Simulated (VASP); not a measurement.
Method: PBE GGA with spin-orbit coupling, VASP's PBE PAW potentials (set 64) (plane waves; VASP).

VASP input:

### KPOINTS
```
kpoints
0
G
12 12 12
0 0 0
```

File KPOINTS_OPT:
```
k-points along high-symmetry lines
5
Line-mode
Reciprocal
  0.000000   0.000000   0.000000 ! GAMMA
  0.000000   0.000000   0.500000 ! X

  0.000000   0.000000   0.500000 ! X
  0.250000   0.250000   0.250000 ! P

  0.250000   0.250000   0.250000 ! P
  0.000000   0.500000  -0.000000 ! N

  0.000000   0.500000  -0.000000 ! N
  0.000000   0.000000   0.000000 ! GAMMA

  0.000000   0.000000   0.000000 ! GAMMA
  0.500000   0.500000  -0.500000 ! M

  0.500000   0.500000  -0.500000 ! M
  0.292017   0.707983  -0.292017 ! S

 -0.292017   0.292017   0.292017 ! S_0
  0.000000   0.000000   0.000000 ! GAMMA

  0.000000   0.000000   0.500000 ! X
 -0.084034   0.084034   0.500000 ! R

  0.500000   0.500000  -0.084034 ! G
  0.500000   0.500000  -0.500000 ! M
```

POSCAR:
```
WSi2
1
   -1.6145219616     1.6145219616     3.9344523063
    1.6145219616    -1.6145219616     3.9344523063
    1.6145219616     1.6145219616    -3.9344523063
Si W
2 1
Direct
  0.6655888871   0.6655888871   0.0000000000
  0.3344111129   0.3344111129   0.0000000000
  0.0000000000   0.0000000000   0.0000000000
```

### INCAR
```
# general
SYSTEM    =WSi2
PREC      =Accurate
ENCUT     =400
LREAL     =.FALSE.
LASPH     =.TRUE.

# electronic loop
EDIFF     =1E-6
NELM      =100
ALGO      =Normal
LMAXMIX   =6

# smearing
ISMEAR    =0
SIGMA     =0.05

# functional
GGA       =PE
GGA_COMPAT=.FALSE.

# spin
MAGMOM    =9*0
LSORBIT   =.TRUE.

# output
LWAVE     =.FALSE.
LCHARG    =.FALSE.
```

POTCAR, in this order: Si W_sv (PBE.64 set). Program: vasp_ncl.

Output of the run:

**OUTCAR**
```
 ion  position               nearest neighbor table
   1  0.666  0.666  0.000-   2 2.61   3 2.63   3 2.63   3 2.63   3 2.63   3 2.63   2 2.64   2 2.64
                             2 2.64   2 2.64
   2  0.334  0.334  0.000-   1 2.61   3 2.63   3 2.63   3 2.63   3 2.63   3 2.63   1 2.64   1 2.64
                             1 2.64   1 2.64
   3  0.000  0.000  0.000-   1 2.63   1 2.63   1 2.63   2 2.63   1 2.63   2 2.63   2 2.63   2 2.63
                             1 2.63   2 2.63
  LATTYP: Found a body centered tetragonal cell.
 ALAT       =     3.2290439232
 C/A-ratio  =     2.4369147029
 Subroutine PRICEL returns:
 Original cell was already a primitive cell.
 Subroutine GETGRP returns: Found 16 space group operations
The static configuration has the point symmetry D_4h.
The dynamic configuration has the point symmetry D_4h.
The overall configuration has the point symmetry D_4h.
 Subroutine INISYM returns: Found 16 space group operations
 Subroutine IBZKPT returns following result:
 Found    163 irreducible k-points:

 Following reciprocal coordinates:
            Coordinates               Weight
  0.000000  0.000000  0.000000      1.000000
  0.083333  0.000000 -0.000000      8.000000
  0.166667  0.000000  0.000000      8.000000
  0.250000 -0.000000  0.000000      8.000000
  0.333333 -0.000000  0.000000      8.000000
  0.416667  0.000000  0.000000      8.000000
  0.500000 -0.000000  0.000000      4.000000
  0.083333  0.083333 -0.000000      8.000000
  0.166667  0.083333  0.000000     16.000000
  0.250000  0.083333 -0.000000     16.000000
  0.333333  0.083333  0.000000     16.000000
  0.416667  0.083333  0.000000     16.000000
  0.500000  0.083333  0.000000     16.000000
 -0.416667  0.083333  0.000000     16.000000
 -0.333333  0.083333 -0.000000     16.000000
 -0.250000  0.083333  0.000000     16.000000
 -0.166667  0.083333  0.000000     16.000000
 -0.083333  0.083333  0.000000      4.000000
  0.166667  0.166667  0.000000      8.000000
  0.250000  0.166667 -0.000000     16.000000
  0.333333  0.166667  0.000000     16.000000
  0.416667  0.166667  0.000000     16.000000
  0.500000  0.166667  0.000000     16.000000
 -0.416667  0.166667  0.000000     16.000000
 -0.333333  0.166667 -0.000000     16.000000
 -0.250000  0.166667  0.000000     16.000000
 -0.166667  0.166667  0.000000      4.000000
  0.250000  0.250000  0.000000      8.000000
  0.333333  0.250000  0.000000     16.000000
  0.416667  0.250000 -0.000000     16.000000
  0.500000  0.250000  0.000000     16.000000
 -0.416667  0.250000  0.000000     16.000000
 -0.333333  0.250000 -0.000000     16.000000
 -0.250000  0.250000  0.000000      4.000000
  0.333333  0.333333  0.000000      8.000000
  0.416667  0.333333  0.000000     16.000000
  0.500000  0.333333  0.000000     16.000000
 -0.416667  0.333333  0.000000     16.000000
 -0.333333  0.333333  0.000000      4.000000
  0.416667  0.416667  0.000000      8.000000
   k-points           NKPTS =    163   k-points in BZ     NKDIM =    163   number of bands    NBANDS=     30
   number of dos      NEDOS =    301   number of ions     NIONS =      3
   total plane-waves  NPLWV =  27000
   dimension x,y,z NGX =    30 NGY =   30 NGZ =   30
   dimension x,y,z NGXF=    60 NGYF=   60 NGZF=   60
   ions per type =               2   1
   PREC   = accura    normal or accurate (medium, high low for compatibility)
   ISTART =      0    job   : 0-new  1-cont  2-samecut
   ICHARG =      2    charge: 1-file 2-atom 10-const
   ISPIN  =      1    spin polarized calculation?
   LNONCOLLINEAR =      T non collinear calculations
   LSORBIT =      T    spin-orbit coupling
   INIWAV =      1    electr: 0-lowe 1-rand  2-diag
...
```

### OSZICAR
```
       N       E                     dE             d eps       ncg     rms          rms(c)
DAV:   1     0.159555830039E+03    0.15956E+03   -0.96001E+03 10300   0.124E+03
DAV:   2    -0.181114682106E+02   -0.17767E+03   -0.17140E+03 10688   0.369E+02
DAV:   3    -0.263363873897E+02   -0.82249E+01   -0.79614E+01 12474   0.732E+01
DAV:   4    -0.264800836737E+02   -0.14370E+00   -0.14291E+00 12192   0.918E+00
DAV:   5    -0.264820885231E+02   -0.20048E-02   -0.20041E-02 11850   0.117E+00    0.247E+01
DAV:   6    -0.256965813811E+02    0.78551E+00   -0.38576E+00 11636   0.163E+01    0.839E+00
DAV:   7    -0.256177360193E+02    0.78845E-01   -0.27135E-01 11238   0.361E+00    0.461E+00
DAV:   8    -0.255952822457E+02    0.22454E-01   -0.36996E-02 11654   0.177E+00    0.992E-01
DAV:   9    -0.255945732526E+02    0.70899E-03   -0.24044E-03 12450   0.377E-01    0.257E-01
DAV:  10    -0.255943500940E+02    0.22316E-03   -0.24079E-04 11758   0.151E-01    0.110E-01
DAV:  11    -0.255943395914E+02    0.10503E-04   -0.87115E-05 11536   0.911E-02    0.349E-02
DAV:  12    -0.255943382387E+02    0.13527E-05   -0.61289E-06 11394   0.212E-02    0.833E-03
DAV:  13    -0.255943378444E+02    0.39429E-06   -0.71089E-07  7212   0.745E-03
   1 F= -.25594338E+02 E0= -.25594240E+02  d E =-.195862E-03  mag=     0.0000    -0.0000    -0.0000
       N       E                     dE             ncg
```

### OUTCAR
```
------------------------ aborting loop because EDIFF is reached ----------------------------------------
  FORCE on cell =-STRESS in cart. coord.  units (eV):
  Direction    XX          YY          ZZ          XY          YZ          ZX
  --------------------------------------------------------------------------------------
  Total        0.0657062      0.0657062      0.0817154      0.0000000      0.0000000      0.0000000
  in kB        2.5661657      2.5661657      3.1914076      0.0000000      0.0000000      0.0000000
  external PRESSURE =       2.7745797 kB  Pullay stress =       0.0000000 kB
  volume of cell :       41.02
      direct lattice vectors                 reciprocal lattice vectors
    -1.614521962  1.614521962  3.934452306     0.000000000  0.309689191  0.127082491
     1.614521962 -1.614521962  3.934452306     0.309689191  0.000000000  0.127082491
     1.614521962  1.614521962 -3.934452306     0.309689191  0.309689191  0.000000000
 POSITION                                       TOTAL-FORCE (eV/Angst)
 -----------------------------------------------------------------------------------
      0.00000      0.00000      5.23746        -0.000000     -0.000000      0.011165
      0.00000      0.00000      2.63145         0.000000      0.000000     -0.011165
      0.00000      0.00000      0.00000        -0.000000     -0.000000     -0.000000
 -----------------------------------------------------------------------------------
    total drift:                                0.000000     -0.000000      0.000000
  FREE ENERGIE OF THE ION-ELECTRON SYSTEM (eV)
  ---------------------------------------------------
  free  energy   TOTEN  =       -25.5943378444 eV

  energy  without entropy=      -25.5941419827  energy(sigma->0) =      -25.59423991

 Ion:    1  E_soc:     -0.0010781

 Ion:    2  E_soc:     -0.0010781

 Ion:    3  E_soc:     -1.5400871
```
(Selected blocks of OUTCAR.)

The compound is WSi2 in the MoSi2 type structure. It was relaxed first.
